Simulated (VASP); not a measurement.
# BAu (P-6m2) in VASP: equation of state with PBEsol

Aim: the equation of state of BAu with PBEsol.

All numbers are computed with VASP 6.6.1; they aren't measurements. Logs are shortened: lines on timing, memory, paths and dates and some standing lists are left out, and cuts for length are marked.

## Step 1: The structure

Symmetry: P-6m2, No. 187, hexagonal system. The conventional cell has a = 3.237 Å, b = 3.237 Å, c = 2.849 Å, α = 90.00°, β = 90.00°, γ = 120.00°. B (site symmetry -6m2) is surrounded by 6 Au at 2.35 Å. Au (site symmetry -6m2) is surrounded by 6 B at 2.35 Å.

The cell was built by a generator and needn't be a form met in nature.

## Step 2: Equation of state, PBEsol

Input file run.py:

```python
from ase.calculators.vasp import Vasp
from ase.eos import EquationOfState
from ase.io import Trajectory
from ase.io import read
from ase.units import GPa

atoms = read('BAu.cif')
calc = Vasp(
    directory='calc',
    xc='pbesol',
    pp='PBE',
    setups='materialsproject',
    prec='Accurate',
    encut=520,
    ediff=1e-06,
    ismear=-1,
    sigma=0.02,
    lreal=False,
    lasph=True,
    nelm=60,
    algo='Normal',
    isif=2,
    lwave=False,
    lcharg=False,
    kpts=[9, 9, 9],
    gamma=True,
)
atoms.calc = calc
cell = atoms.cell.copy()
volumes, energies = [], []
traj = Trajectory('eos.traj', 'w')
for x in [0.94, 0.96, 0.98, 1.0, 1.02, 1.04, 1.06]:
    atoms.set_cell(cell * x ** (1 / 3), scale_atoms=True)
    volumes.append(atoms.get_volume())
    energies.append(atoms.get_potential_energy())
    traj.write(atoms)
    print(f'{x:5.2f} {volumes[-1]:12.5f} {energies[-1]:14.6f}')

v0, e0, B = EquationOfState(volumes, energies, eos='sj').fit()
print(f'V0 = {v0:.4f} A^3, E0 = {e0:.6f} eV, B = {B / GPa:.2f} GPa')
```

Input file BAu.cif:

```cif
data_BAu
_cell_length_a 3.23686000
_cell_length_b 3.23685741
_cell_length_c 2.84935000
_cell_angle_alpha 90.00000000
_cell_angle_beta 90.00000000
_cell_angle_gamma 120.00002645
_space_group_name_H-M_alt 'P1'
_space_group_name_Hall 'P 1'
_space_group_IT_number 1
loop_
_space_group_symop_operation_xyz
'x,y,z'
loop_
_atom_site_label
_atom_site_type_symbol
_atom_site_symmetry_multiplicity
_atom_site_Wyckoff_symbol
_atom_site_fract_x
_atom_site_fract_y
_atom_site_fract_z
_atom_site_occupancy
B1 B 1 a 0.0000000000 0.0000000000 0.0000000000 1
Au1 Au 1 a 0.3333300000 0.6666700000 0.5000000000 1
```

Potentials or basis: VASP PAW PBE potentials, release 64 (B, Au).

On the command line:

```
> python run.py
```

Output:

```text
0.94     24.30254      -9.189234
 0.96     24.81961      -9.199693
 0.98     25.33669      -9.196394
 1.00     25.85377      -9.180947
 1.02     26.37084      -9.154815
 1.04     26.88792      -9.119238
 1.06     27.40499      -9.075396
V0 = 24.9455 A^3, E0 = -9.200091 eV, B = 199.25 GPa
```

OUTCAR:

```text
ENCUT = 520.000000
   EDIFF = 1.00e-06
   GGA = PS
   PREC = Accurate
   ISIF = 2
   ISMEAR = -1
   NELM = 60
   LASPH = .TRUE.
   LREAL = .FALSE.

 ion  position               nearest neighbor table
   1  0.000  0.000  0.000-   2 2.40   2 2.40   2 2.40   2 2.40   2 2.40   2 2.40
   2  0.333  0.667  0.500-   1 2.40   1 2.40   1 2.40   1 2.40   1 2.40   1 2.40

  LATTYP: Found a hexagonal cell.
 ALAT       =     3.3003439604
 C/A-ratio  =     0.8802821253

  Lattice vectors:

 A1 = (   3.3003439604,   0.0000000000,   0.0000000000)
 A2 = (  -1.6501719792,   2.8581786621,   0.0000000000)
 A3 = (   0.0000000000,   0.0000000000,   2.9052337956)

Analysis of symmetry for initial positions (statically):
=====================================================================
 Subroutine PRICEL returns:
 Original cell was already a primitive cell.

 Routine SETGRP: Setting up the symmetry group for a
 hexagonal supercell.

 Subroutine GETGRP returns: Found  4 space group operations
 (whereof  4 operations were pure point group operations)
 out of a pool of 24 trial point group operations.

The static configuration has the point symmetry C_2v.

Analysis of symmetry for dynamics (positions and initial velocities):
=====================================================================
 Subroutine PRICEL returns:
 Original cell was already a primitive cell.

 Routine SETGRP: Setting up the symmetry group for a
 hexagonal supercell.

 Subroutine GETGRP returns: Found  4 space group operations
 (whereof  4 operations were pure point group operations)
 out of a pool of 24 trial point group operations.

The dynamic configuration has the point symmetry C_2v.

 Subroutine INISYM returns: Found  4 space group operations
 (whereof  4 operations are pure point group operations),
 and found     1 'primitive' translations

[... 133 lines left out ...]

 Free energy of the ion-electron system (eV)
  ---------------------------------------------------
  ext. energy  EPLUGINS =         0.00000000
  ---------------------------------------------------
  free energy    TOTEN  =        -9.07577669 eV

  energy without entropy =       -9.07501436  energy(sigma->0) =       -9.07539552

 E-fermi :   7.9406     XC(G=0): -12.0089

 val. band max:        7.8811375636   @ k =   0.4444   0.0000   0.0000
 cond. band min:       7.9658371150   @ k =   0.3333   0.2222   0.2222
 fundamental gap:      0.0846995515
 Fermi energy:         7.9406087963

 k-point     1 :       0.0000    0.0000    0.0000
  band No.  band energies     occupation
      1      -4.1578      2.00000
      2       0.9514      2.00000
      3       1.8158      2.00000
      4       1.8158      2.00000
      5       3.5606      2.00000
      6       3.5606      2.00000
      7       9.8245      0.00000
      8      11.1291      0.00000
      9      11.1293      0.00000
     10      13.9944      0.00000
     11      18.5971      0.00000
[... 309 lines left out ...]
 k-point    24 :       0.4444    0.3333    0.0000
  band No.  band energies     occupation
      1      -1.1381      2.00000
      2       0.1936      2.00000
      3       2.0708      2.00000
      4       2.5497      2.00000
      5       3.1949      2.00000
      6       4.1114      2.00000
      7       4.7441      2.00000
      8       6.3334      2.00000
      9      12.8607      0.00000
     10      17.1101      0.00000
     11      18.1702      0.00000

 [... further k-points ...]
[... 5 lines left out ...]
  --------------------------------------------------------------------------------------
  -------------------------------------------------------------------------------------
  Total       -2.3306076     -2.3306080     -2.9359131     -0.0000047      0.0000000      0.0000000
  in kB     -136.2542571   -136.2542817   -171.6422184     -0.0002731      0.0000000      0.0000000
  external PRESSURE =    -148.0502524 kB  Pullay stress =       0.0000000 kB

 VOLUME and BASIS-vectors are now :
 -----------------------------------------------------------------------------
  energy-cutoff  :      520.00
  volume of cell :       27.40
      direct lattice vectors                 reciprocal lattice vectors
     3.300343960  0.000000000  0.000000000     0.302998721  0.174936580  0.000000000
    -1.650171979  2.858178662  0.000000000     0.000000000  0.349873160  0.000000000
     0.000000000  0.000000000  2.905233796     0.000000000  0.000000000  0.344206377

 POSITION                                       TOTAL-FORCE (eV/Angst)
 -----------------------------------------------------------------------------------
      0.00000      0.00000      0.00000        -0.000035      0.000020      0.000000
     -0.00002      1.90546      1.45262         0.000035     -0.000020      0.000000
 -----------------------------------------------------------------------------------
    total drift:                                0.000005      0.000008      0.000000

  FREE ENERGIE OF THE ION-ELECTRON SYSTEM (eV)
  ---------------------------------------------------
  free  energy   TOTEN  =        -9.0757766911 eV

  energy  without entropy=       -9.0750143573  energy(sigma->0) =       -9.07539552
```

INCAR:

```text
ENCUT = 520.000000
SIGMA = 0.020000
EDIFF = 1.00e-06
ALGO = Normal
GGA = PS
PREC = Accurate
ISIF = 2
ISMEAR = -1
NELM = 60
LASPH = .TRUE.
LCHARG = .FALSE.
LWAVE = .FALSE.
LREAL = .FALSE.
```

It took 3.9 min on 1 thread of Intel Xeon Platinum 8375C at 2.90GHz (Ice Lake), shared host; peak memory 0.18 GiB.

Results:

- Equilibrium volume: 12.47 Å³/atom
- Bulk modulus at fixed shape and positions: 199 GPa
- Pressure derivative of the bulk modulus: 5.1

Energy against volume, from the lowest point:
| volume (Å³/atom) | energy (meV/atom) |
| --- | --- |
| 12.151 | 5.23 |
| 12.410 | 0.00 |
| 12.668 | 1.65 |
| 12.927 | 9.37 |
| 13.185 | 22.44 |
| 13.444 | 40.23 |
| 13.702 | 62.15 |

Caveat: the cell was scaled at fixed shape and fractional positions, which overstates the stiffness of a crystal with free parameters, most of all of layers and chains; the PAW data sets were made with another functional, which shifts forces and pressure a little.

## Step 3: The reference run

An earlier run on the cell as given: functional PBE; potentials or basis VASP PAW PBE potentials, release 64 (B, Au); cutoff 520 eV; k mesh 9 × 9 × 9; occupations fermi-dirac, width 0.05 eV; no spin polarisation.

* Pressure: -0.3 GPa
* Band gap on the k mesh: none (metal or under the smearing width)
